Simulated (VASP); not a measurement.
Here is the system:

```
Al2Au
1.0
    0.00000     3.00537     3.00537
    3.00537     0.00000     3.00537
    3.00537     3.00537     0.00000
Al Au
2 1
Cartesian
  1.50268   1.50268   1.50268
  4.50805   4.50805   4.50805
  0.00000   0.00000   0.00000
```

Method: vdW-DF-cx, VASP's PBE PAW potentials (set 64) (plane waves; VASP 6.6.1). Run with 520 eV cut-off, 10×10×10 Γ-centred mesh, tetrahedra with Blöchl corrections, potentials Al Au.

Unless said otherwise, spin-orbit coupling is left out, though it shifts the bands of the heavy elements here.

Task: Predict the energy per atom (σ→0), band gap (on the k-mesh) with the smallest direct gap where there is one.

Result: 
```
Quantity                                                    Result
------------------------  ----------------------------------------
band gap (on the k-mesh)  none (metal, semimetal or under 0.01 eV)
energy per atom (σ→0)                               -2.481 eV/atom
```

The compound is AuAl2 in the fluorite structure. It was relaxed first. The electron count is odd and the run is not spin-polarised, which forces a metal.
